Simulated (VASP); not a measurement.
Method: PBE GGA with D3 dispersion (Becke-Johnson damping), VASP's PBE PAW potentials (set 64) (plane waves; VASP).

Input for VASP

### POSCAR
```
Ge
1
   -0.0000000000     2.8491217723     2.8491217723
    2.8491217723    -0.0000000000     2.8491217723
    2.8491217723     2.8491217723    -0.0000000000
Ge
2
Direct
  0.0000000000   0.0000000000   0.0000000000
  0.2500000000   0.2500000000   0.2500000000
```

**INCAR**
```
! general
SYSTEM  = Ge
PREC    = Accurate
ENCUT   = 520
LREAL   = .False.
LASPH   = .True.

! electronic loop
EDIFF   = 1E-6
NELM    = 100
ALGO    = Normal
LMAXMIX = 4

! smearing
ISMEAR  = 1
SIGMA   = 0.1

! functional
GGA     = PE
IVDW    = 12

! ions
IBRION  = 2
NSW     = 60
ISIF    = 3
EDIFFG  = -0.01

! output
LWAVE   = .False.
LCHARG  = .False.
```

File KPOINTS:
```
Automatic mesh
0
Gamma
10 10 10
0 0 0
```

POTCAR, in this order: Ge_d (PBE.64 set). Program: vasp_std.

The resulting files:

OSZICAR:
```
       N       E                     dE             d eps       ncg     rms          rms(c)
DAV:   1     0.163671346478E+03    0.16367E+03   -0.15551E+04  1726   0.417E+03
DAV:   2     0.122704860143E+02   -0.15140E+03   -0.14909E+03  1702   0.542E+02
DAV:   3    -0.842309176147E+01   -0.20694E+02   -0.20528E+02  1842   0.148E+02
DAV:   4    -0.909381037072E+01   -0.67072E+00   -0.66886E+00  1934   0.304E+01
DAV:   5    -0.910501659403E+01   -0.11206E-01   -0.11205E-01  1878   0.412E+00    0.312E+00
DAV:   6    -0.905307543973E+01    0.51941E-01   -0.22557E-02  1846   0.167E+00    0.187E+00
DAV:   7    -0.902219229184E+01    0.30883E-01   -0.55337E-02  1784   0.236E+00    0.158E-01
DAV:   8    -0.902394919207E+01   -0.17569E-02   -0.68872E-03  1950   0.129E+00    0.583E-02
DAV:   9    -0.902395253957E+01   -0.33475E-05   -0.24612E-04  2184   0.310E-01    0.190E-02
DAV:  10    -0.902398139196E+01   -0.28852E-04   -0.11081E-04  1848   0.168E-01    0.610E-03
DAV:  11    -0.902398268572E+01   -0.12938E-05   -0.11973E-05  2148   0.670E-02    0.186E-03
DAV:  12    -0.902398290583E+01   -0.22011E-06   -0.60160E-07  1280   0.117E-02
   1 F= -.96053409E+01 E0= -.96053545E+01  d E =-.960534E+01
```

OUTCAR:
```
------------------------ aborting loop because EDIFF is reached ----------------------------------------
 Edisp (eV)   -0.58136
  FORCE on cell =-STRESS in cart. coord.  units (eV):
  Direction    XX          YY          ZZ          XY          YZ          ZX
  --------------------------------------------------------------------------------------
  Total      -0.00684    -0.00684    -0.00684    -0.00000     0.00000    -0.00000
  in kB      -0.23707    -0.23707    -0.23707    -0.00000     0.00000    -0.00000
  external pressure =       -0.24 kB  Pullay stress =        0.00 kB
  volume of cell :       46.26
      direct lattice vectors                 reciprocal lattice vectors
     0.000000000  2.849121772  2.849121772    -0.175492675  0.175492675  0.175492675
     2.849121772  0.000000000  2.849121772     0.175492675 -0.175492675  0.175492675
     2.849121772  2.849121772  0.000000000     0.175492675  0.175492675 -0.175492675
 POSITION                                       TOTAL-FORCE (eV/Angst)
 -----------------------------------------------------------------------------------
      0.00000      0.00000      0.00000        -0.000000     -0.000000     -0.000000
      1.42456      1.42456      1.42456         0.000000      0.000000      0.000000
 -----------------------------------------------------------------------------------
    total drift:                                0.000000      0.000000      0.000000
  FREE ENERGIE OF THE ION-ELECTRON SYSTEM (eV)
  ---------------------------------------------------
  free  energy   TOTEN  =        -9.6053408565 eV

  energy  without entropy=       -9.6053818701  energy(sigma->0) =       -9.60535453

 reached required accuracy - stopping structural energy minimisation
```
(Selected blocks of OUTCAR.)

The compound is Ge in the diamond structure. It was relaxed first. The start is the result of an earlier pass.
